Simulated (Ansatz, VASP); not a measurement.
# CdS (Greenockite) in two plane-wave programs

Wanted: the spread between two codes on one cell, functional and k mesh. The structure shown is the end of the Ansatz relaxation below.

Main program and level: Ansatz 0.2.0; plane waves, with VASP 6.6.1 beside it; single point at PBE.

## (1) The structure

It takes space group P6_3mc (No. 186, hexagonal). The conventional cell has a = 4.140 Å, b = 4.140 Å, c = 6.739 Å, α = 90.00°, β = 90.00°, γ = 120.00°. Nearest to S lie 4 Cd at 2.53 to 2.54 Å. Cd has 4 S at 2.53 to 2.54 Å nearest. Farther neighbours and most contacts between anions are not listed.

Structure file:

```cif
data_structure
_symmetry_space_group_name_H-M 'P 1'
_symmetry_Int_Tables_number 1
_cell_length_a 4.1397
_cell_length_b 4.1397
_cell_length_c 6.7388
_cell_angle_alpha 90.000
_cell_angle_beta 90.000
_cell_angle_gamma 120.000
_cell_volume 100.01
loop_
_atom_site_label
_atom_site_type_symbol
_atom_site_fract_x
_atom_site_fract_y
_atom_site_fract_z
_atom_site_occupancy
S1 S 0.33333 0.66667 0.37571 1
S2 S 0.66667 0.33333 0.87571 1
Cd3 Cd 0.33333 0.66667 0.99929 1
Cd4 Cd 0.66667 0.33333 0.49929 1
```

## (2) Ansatz: relaxation, PBE

Ansatz runs on its PAW soft_1 files.

This run makes the geometry at which the two programs are then compared.

Contents of input.yaml:

```yaml
crystal:
  lattice:
    - [4.1400633183, 0.0, 0.0]
    - [-2.0700316591, 3.5854000069, 0.0]
    - [0.0, 0.0, 6.7374858682]
  atoms:
    - { symbol: S, position: [0.3333333333, 0.6666666667, 0.3757733435] }
    - { symbol: S, position: [0.6666666667, 0.3333333333, 0.8757733435] }
    - { symbol: Cd, position: [0.3333333333, 0.6666666667, -0.0007733435] }
    - { symbol: Cd, position: [0.6666666667, 0.3333333333, 0.4992266565] }
kpoints:
  mp_grid: { grid: [15, 15, 8] }
hamiltonian:
  xc: pbe
  pseudopotentials: { kind: paw, azcp: { folder: soft_1 } }
scf:
  occupations: { method: gaussian, width: 0.02 }
output:
  forces: true
  stress: true
  eigenvalues: true
relax:
  adjacent_minimum: "off"
  f_tol: 0.001
  max_steps: 60
  cell: { stress_tol: 0.01, fix: [volume] }
```

Launch:

```sh
> ansatz run input.yaml --threads 4 --pin off --max-ram 16384MiB --backend cpu --events-out ev --progress --plain --runs-dir out
```

Numbers of over 12 decimals in the logs are rounded to 6 here.

The log of the run:

```text
Engine: ansatz 0.2.0, x86_64-unknown-linux-gnu
Pseudopotentials: kind: paw
Pseudopotential: S, paw, valence charge 6, recommended cutoff 420 eV (normal), soft_1/S.paw.azcp
Pseudopotential: Cd, paw, valence charge 20, recommended cutoff 420 eV (normal), soft_1/Cd.paw.azcp
Functional definition: PBE
  parameter kappa = 0.804
  parameter beta = 0.066725
  exchange = pbe_x(kappa = kappa, mu = beta*pi^2/3)
  correlation = pbe_c(beta = beta)
Crystal: 4 atoms, lattice volume = 100.010 Å³
Basis set: ecut = 420 eV, 1943 PW (Γ), exchange–correlation on 60×60×96 points (8 copies of the dense FFT grid, shifted against one another)
Bands: 32, of which v1, the nominal top of the filled ones, is band 26 counted from 1 (25 counted from 0)
Symmetry: 12 space group operations
Space group: P63mc (ITA 186), of the structure as read, at distance tolerance 4.6e-5 Å
k-points: 135 of 1800 (time reversal used)
Non-local potential: S, projectors of the file, l = 0: 2, l = 1: 2, l = 2: 1
Non-local potential: Cd, projectors of the file, l = 0: 3, l = 1: 2, l = 2: 2, l = 3: 1
PAW form: soft (Blöchl's): semilocal exchange-correlation on the pseudo side does not see the compensation charge
PAW one-centre angular grid: S, 110 points (default); XC on 64 Gauss nodes
PAW one-centre angular grid: Cd, 590 points (default); XC on 64 Gauss nodes
Initial density: superposition of atomic densities (chi_scale 0.1, normalization cell, long waves kept (reshape's long-wave potential 0.00 eV rms))
Initial wavefunctions: pseudopotential atomic-orbital guess
Functional: x = pbe(κ = 0.804, μ = 0.219515), c = pbe(β = 0.066725)
SCF iter   1: F=—  HF=-18315.926434 eV  |F-HF|=—  |Δ(HF+E_count)|=         —  Δρ=2.85e-2  dr2=7.11e-1  ethr=3.10e-3  ⟨swp⟩=7.5  Hψ=19564  notcnv=0
preconditioner: auto → Resta (q_TF=auto, 2.447 Å⁻¹)  ε∞=4.5  [insulator: Δε(μ)=1.419 eV  Ē_g=11.870 eV  σ=0.020 eV  W_gap=1.00  n_scr=22 (ndim 8)  ℏωp=22.3 eV  f_vac=0.072  D(μ)=0.00/eV (n_scr^D=0)  ε∞_Penn≈4.5]
SCF iter   2: F=—  HF=-18315.779530 eV  |F-HF|=—  |Δ(HF+E_count)|=   1.47e-1  Δρ=1.37e-2  dr2=1.64e-1  ethr=1.37e-3  ⟨swp⟩=3.0  Hψ=8228  notcnv=0  defer=234
SCF iter   3: F=—  HF=-18315.770809 eV  |F-HF|=—  |Δ(HF+E_count)|=   8.72e-3  Δρ=4.63e-3  dr2=2.03e-2  ethr=3.15e-4  ⟨swp⟩=2.0  Hψ=5337  notcnv=0  defer=234
SCF iter   4: F=—  HF=-18315.773673 eV  |F-HF|=—  |Δ(HF+E_count)|=   2.86e-3  Δρ=1.03e-3  dr2=1.45e-3  ethr=3.89e-5  ⟨swp⟩=2.1  Hψ=6632  notcnv=0  defer=234
SCF iter   5: F=—  HF=-18315.775250 eV  |F-HF|=—  |Δ(HF+E_count)|=   1.58e-3  Δρ=4.19e-4  dr2=2.31e-4  ethr=2.80e-6  ⟨swp⟩=2.5  Hψ=6928  notcnv=0  defer=234
SCF iter   6: F=—  HF=-18315.775776 eV  |F-HF|=—  |Δ(HF+E_count)|=   5.26e-4  Δρ=7.64e-5  dr2=6.13e-6  ethr=4.44e-7  ⟨swp⟩=2.0  Hψ=7063  notcnv=0  defer=234
SCF iter   7: F=—  HF=-18315.775848 eV  |F-HF|=—  |Δ(HF+E_count)|=   7.25e-5  Δρ=1.45e-5  dr2=2.88e-7  ethr=1.18e-8  ⟨swp⟩=2.0  Hψ=6739  notcnv=0  defer=234
SCF iter   8: F=-18315.775849 eV  HF=-18315.775849 eV  |F-HF|=4.23e-8  |Δ(HF+E_count)|=   9.62e-7  Δρ=3.94e-6  dr2=2.05e-8  ethr=1.92e-10  ⟨swp⟩=11.3  Hψ=22188  notcnv=0
SCF 1 converged in 8 iterations: F = -18315.775849 eV  dr2 = 2.05e-8
  greatest PAW one-centre occupation: 1.000 electrons in one spin orbital (limit 2), on the Cd atom at site 3 (counted from 0), in its partial waves of l = 0
relax step   1: F+E_penalty+E_count = -18315.77584946 eV  Δ(F+E_penalty+E_count) = +0.000e0 eV  max|allowed force component| = 2.108e-3 eV/Å  Δτ_max = 0.0000 Å  P = +2.384 GPa  Ω = 100.010 Å³  fix = [volume]  reactions: volume +2.384 GPa  (8 SCF iters, dr2 threshold 1.00e-7 eV, accepted)
[...]
relax step   2: F+E_penalty+E_count = -18315.77585075 eV  Δ(F+E_penalty+E_count) = -1.290e-6 eV  max|allowed force component| = 1.085e-3 eV/Å  Δτ_max = 0.0002 Å  P = +2.384 GPa  Ω = 100.010 Å³  energy of the carried Pulay correction = +1.159e-17 eV  fix = [volume]  reactions: volume +2.384 GPa  (5 SCF iters, dr2 threshold 2.78e-10 eV, accepted)
[...]
relax step   3: F+E_penalty+E_count = -18315.77585121 eV  Δ(F+E_penalty+E_count) = -4.611e-7 eV  max|allowed force component| = 8.638e-6 eV/Å  Δτ_max = 0.0002 Å  P = +2.384 GPa  Ω = 100.010 Å³  energy of the carried Pulay correction = +5.794e-18 eV  fix = [volume]  reactions: volume +2.384 GPa  (5 SCF iters, dr2 threshold 7.35e-11 eV, accepted)
[...]
relax step   4: F+E_penalty+E_count = -18315.77585078 eV  Δ(F+E_penalty+E_count) = +4.279e-7 eV  max|allowed force component| = 7.848e-6 eV/Å  Δτ_max = 0.0000 Å  P = +2.384 GPa  Ω = 100.010 Å³  fix = [volume]  reactions: volume +2.384 GPa  stress off target by 2.60e-4 GPa on what of the cell is left free  SCF on the basis re-selected at this cell (its energy is not comparable with the rows above)  (6 SCF iters)
basis re-selected at this cell: Δ(F+E_penalty+E_count) = +4.279e-7 eV, ΔP = -0.000 GPa vs the last step (what re-selecting the basis moved, of the pressure what is left beyond the Pulay correction that the steps carried, after the strain that the cell walked since its last selection, with what the two solves' SCF thresholds leave and, on support functions, any second-order correction that the steps lacked; it is no m [...]
SCF converged after 6 iterations
Free energy (F): -18315.775851 eV
Harris-Foulkes:  -18315.775851 eV  (|F-HF|=0.00e0)
Internal energy: -18315.775851 eV  (E = F + TS)
E sigma→0 (E₀):  -18315.775851 eV
Fermi energy:    7.400617 eV
--- Per-component energies (eV) ---
  E_band       = -1017.900724
  E_kinetic    = 1092.409053
  E_local      = -8111.102508  (includes V_loc(G=0)·N_el)
  E_nonlocal   = 309.140843
  E_hartree    = 3691.187621
  E_xc         = -491.427893
  E_vxc        = -558.157512  (∫ρ·V_xc dr)
  E_paw        = -9415.043069  (= ΣΔE_a)
  E_vpaw       = -1132.566616  (= ΣTr[D̂ρ^β])
  E_aug_tail   = 0.000713  (compensation charges beyond the density's cutoff)
  E_ewald      = -5390.940610
  E_smearing   = -0.000000  (= −TS)
  E_closure    = -0.000000  (closes the sum)
  Σ components = -18315.775851   (vs F -18315.775851, Δ=0.00e0)
--- Forces (eV/Å), atoms counted from 1 ---
  atom   1  S     -0.00000000    -0.00000000     0.00000777
  atom   2  S      0.00000000     0.00000000     0.00000777
  atom   3  Cd    -0.00000000    -0.00000000    -0.00000792
  atom   4  Cd     0.00000000     0.00000000    -0.00000792
  max |Σ_I F_I| component: 3.08e-7 eV/Å
--- Stress (GPa, compression-positive) ---
        2.384365       0.000000      -0.000000
        0.000000       2.384365       0.000000
        0.000000       0.000000       2.383976
  P = ⅓ Tr σ = 2.3842 GPa (23.842 kbar)
--- Band table (eV; the first three rows and the last of 135) ---
  k-point 0: bands = [... 22 lower, 6.0502, 6.7513, 6.7978, 6.7978, 8.0032, 9.5921, 13.2681, 13.2681, ... 2 higher]
  k-point 1: bands = [... 22 lower, 6.0768, 6.4066, 6.7673, 6.7673, 8.3272, 9.6132, 13.2833, 13.2833, ... 2 higher]
  k-point 2: bands = [... 22 lower, 6.1534, 6.1534, 6.6815, 6.6815, 8.8857, 9.6653, 13.0784, 13.3370, ... 2 higher]
  k-point 134: bands = [... 22 lower, 4.3921, 4.3921, 5.6861, 5.6861, 11.1864, 11.1864, 12.8973, 12.8973, ... 2 higher]
--- Relaxed structure (3 steps of the walk, 3 accepted, 1 SCFs on fresh bases) ---
  F+E_penalty+E_count = -18315.77585078 eV   max|allowed force component| = 7.848e-6 eV/Å   (the final SCF, on the basis selected at the relaxed cell)
  cell:  # Å, volume = 100.0098 Å³
    - [4.139656, -2.886456872758988e-11, 0]
    - [-2.069828, 3.585047, 0]
    - [0, 0, 6.738812]
  atoms:
    - { symbol: S, position: [0.333333, 0.666667, 0.375705] }
    - { symbol: S, position: [0.666667, 0.333333, 0.875705] }
    - { symbol: Cd, position: [0.333333, 0.666667, -0.000705053] }
    - { symbol: Cd, position: [0.666667, 0.333333, 0.499295] }
```

## (3) VASP: single point, PBE, pair 1

The same cell, functional, mesh and smearing now go to VASP, with its own data sets.

Lines of VASP's logs that name or quote its potential files are left out, and so is its time.

Contents of INCAR:

```
SYSTEM = CdS
PREC = Accurate
ENCUT = 500
EDIFF = 1E-06
NELM = 120
ISMEAR = 0
SIGMA = 0.02
LREAL = .FALSE.
ALGO = Normal
GGA = PE
NBANDS = 24
LORBIT = 11
LWAVE = .FALSE.
LCHARG = .FALSE.
ISIF = 2
LASPH = .TRUE.
GGA_COMPAT = .FALSE.
EFERMI = MIDGAP
KPAR = 2
```

Contents of POSCAR:

```
CdS
1.0
    4.1396560175      0.0000000000      0.0000000000
   -2.0698280087      3.5850472741      0.0000000000
    0.0000000000      0.0000000000      6.7388117360
S Cd
2 2
Direct
    0.3333333333      0.6666666667      0.3757050531
    0.6666666667      0.3333333333      0.8757050531
    0.3333333333      0.6666666667      0.9992949469
    0.6666666667      0.3333333333      0.4992949469
```

Contents of KPOINTS:

```
Automatic mesh
0
Gamma
15 15 8
0 0 0
```

The projector-augmented-wave data sets are S and Cd (PBE family, release 64).

Launch:

```sh
> mpirun -np 2 vasp_std
```

The log of the run:

```text
[banner, memory and clock lines left out]
running    2 mpi-ranks, on    1 nodes
 distrk:  each k-point on    1 cores,    2 groups
 distr:  one band on    1 cores,    1 groups

 POSCAR found type information on POSCAR S Cd
 POSCAR found :  2 types and       4 ions
 LDA part: xc-table for (Slater+PW92), standard interpolation
 POSCAR, INCAR and KPOINTS ok, starting setup
 FFT: planning ... GRIDC
 FFT: planning ... GRID_SOFT
 FFT: planning ... GRID
 WAVECAR not read
 entering main loop
       N       E                     dE             d eps       ncg     rms          rms(c)
DAV:   1     0.242524927060E+03    0.24252E+03   -0.17428E+04  6480   0.134E+03
DAV:   2    -0.889566903044E+00   -0.24341E+03   -0.23647E+03  7504   0.333E+02
DAV:   3    -0.132263578362E+02   -0.12337E+02   -0.12296E+02  7936   0.764E+01
DAV:   4    -0.133452317661E+02   -0.11887E+00   -0.11883E+00  7704   0.742E+00
DAV:   5    -0.133474013161E+02   -0.21695E-02   -0.21694E-02  8168   0.958E-01    0.113E+01
DAV:   6    -0.122830834753E+02    0.10643E+01   -0.22187E+00  8528   0.154E+01    0.891E+00
DAV:   7    -0.122665824318E+02    0.16501E-01   -0.82133E-01  7664   0.501E+00    0.399E+00
DAV:   8    -0.122626059740E+02    0.39765E-02   -0.10960E-01  7560   0.339E+00    0.557E-01
DAV:   9    -0.122609984031E+02    0.16076E-02   -0.19205E-02  8200   0.177E+00    0.166E-01
DAV:  10    -0.122611546243E+02   -0.15622E-03   -0.15058E-03  7712   0.410E-01    0.116E-01
DAV:  11    -0.122612454261E+02   -0.90802E-04   -0.20478E-04  8168   0.995E-02    0.106E-01
DAV:  12    -0.122612965734E+02   -0.51147E-04   -0.14947E-04  7176   0.625E-02    0.258E-02
DAV:  13    -0.122613025982E+02   -0.60248E-05   -0.16828E-05  8104   0.301E-02    0.806E-03
DAV:  14    -0.122613031290E+02   -0.53081E-06   -0.32965E-06  6008   0.181E-02
   1 F= -.12261303E+02 E0= -.12261303E+02  d E =0.000000E+00
```

OUTCAR, selected parts (step 3):

```text
ion  position               nearest neighbor table
   1  0.333  0.667  0.376-   4 2.53   4 2.53   4 2.53   3 2.54
   2  0.667  0.333  0.876-   3 2.53   3 2.53   3 2.53   4 2.54
   3  0.333  0.667  0.999-   2 2.53   2 2.53   2 2.53   1 2.54
   4  0.667  0.333  0.499-   1 2.53   1 2.53   1 2.53   2 2.54

  LATTYP: Found a hexagonal cell.
 ALAT       =     4.1396560175
 C/A-ratio  =     1.6278675589

 Subroutine GETGRP returns: Found 12 space group operations
 (whereof  6 operations were pure point group operations)

The static configuration has the point symmetry C_3v.
 The point group associated with its full space group is C_6v.

 Found    135 irreducible k-points:

   k-points           NKPTS =    135   k-points in BZ     NKDIM =    135   number of bands    NBANDS=     24

   dimension x,y,z NGX =    30 NGY =   30 NGZ =   50
   dimension x,y,z NGXF=    60 NGYF=   60 NGZF=  100

   ENCUT  =  500.0 eV  36.75 Ry    6.06 a.u.   7.55  7.55 12.29*2*pi/ulx,y,z

   NELECT =      36.0000    total number of electrons

 k-points in reciprocal lattice and weights: Automatic mesh
   0.00000000  0.00000000  0.00000000       0.001
   0.06666667  0.00000000  0.00000000       0.003
   0.13333333 -0.00000000  0.00000000       0.003
   0.20000000 -0.00000000  0.00000000       0.003
   0.26666667 -0.00000000  0.00000000       0.003
   0.33333333  0.00000000  0.00000000       0.003
   0.40000000  0.00000000  0.00000000       0.003
   0.46666667  0.00000000  0.00000000       0.003
   0.06666667  0.06666667  0.00000000       0.003
[...]
0.33333333  0.26666667  0.50000000       0.007
   0.33333333  0.33333333  0.50000000       0.001

 average (electrostatic) potential at core
       1 -89.2127       2 -89.2127       3 -39.3340       4 -39.3340

 E-fermi :   1.8507

 k-point     1 :       0.0000    0.0000    0.0000
  band No.  band energies     occupation
    ...
     14       0.4971      2.00000
     15       0.4971      2.00000
     16       1.2004      2.00000
     17       1.2462      2.00000
     18       1.2462      2.00000
     19       2.4553      0.00000
     20       4.0424      0.00000
     21       7.7288      0.00000
     22       7.7288      0.00000
     23       8.0256      0.00000
    ...

 k-point     2 :       0.0667    0.0000    0.0000
  band No.  band energies     occupation
    ...
     14       0.3001      2.00000
     15       0.4395      2.00000
     16       0.9291      2.00000
     17       1.1697      2.00000
     18       1.2142      2.00000
     19       2.7628      0.00000
     20       4.2345      0.00000
     21       7.5520      0.00000
     22       7.8007      0.00000
     23       8.1062      0.00000
    ...

 k-point     3 :       0.1333   -0.0000    0.0000
  band No.  band energies     occupation
    ...
     14      -0.1813      2.00000
     15       0.2841      2.00000
     16       0.3515      2.00000
     17       1.0738      2.00000
     18       1.1224      2.00000
     19       3.3140      0.00000
     20       4.6746      0.00000
     21       7.1908      0.00000
     22       7.9862      0.00000
     23       8.1806      0.00000
    ...

  Total        1.6840458      1.6840458      1.6867716      0.0000000     -0.0000000      0.0000000
  in kB       26.9787618     26.9787618     27.0224293      0.0000000     -0.0000000      0.0000000
  external PRESSURE =      26.9933176 kB  Pullay stress =       0.0000000 kB

  energy-cutoff  :      500.00
  volume of cell :      100.01
      direct lattice vectors                 reciprocal lattice vectors
     4.139656018  0.000000000  0.000000000     0.241565965  0.139468175  0.000000000
    -2.069828009  3.585047274  0.000000000     0.000000000  0.278936350  0.000000000
     0.000000000  0.000000000  6.738811736     0.000000000  0.000000000  0.148394114

 POSITION                                       TOTAL-FORCE (eV/Angst)
 -----------------------------------------------------------------------------------
     -0.00000      2.39003      2.53181         0.000000     -0.000000     -0.000496
      2.06983      1.19502      5.90121        -0.000000      0.000000     -0.000496
     -0.00000      2.39003      6.73406        -0.000000      0.000000      0.000496
      2.06983      1.19502      3.36465         0.000000     -0.000000      0.000496
 -----------------------------------------------------------------------------------
    total drift:                               -0.000000     -0.000000     -0.001354

  FREE ENERGIE OF THE ION-ELECTRON SYSTEM (eV)
  ---------------------------------------------------
  free  energy   TOTEN  =       -12.2613031290 eV

  energy  without entropy=      -12.2613031290  energy(sigma->0) =      -12.26130313

 total charge
# of ion       s       p       d       tot
------------------------------------------
    1        1.323   2.402   0.000   3.725
    2        1.323   2.402   0.000   3.725
    3        0.424   0.322   9.565  10.310
    4        0.424   0.322   9.565  10.310
--------------------------------------------------
tot          3.494   5.447  19.130  28.071

[... 3 further parts left out ...]
```

The run ends at a pressure of 2.70 GPa, with forces up to 5.0e-4 eV/Å.

[end of part 1 of 2]

[Lines on the potential files, build, host, timing and source positions are cut from VASP's logs without a mark.]

[Logs are printed without paths, hosts, clocks, repeated set-up lines and the standing remarks that a program may print on its own settings, such as how far it seeks lower states.]

[Hosts, paths, dates, database ids (printed as entryN), source tags and the programs' standing remarks are cut or masked in the printed files.]
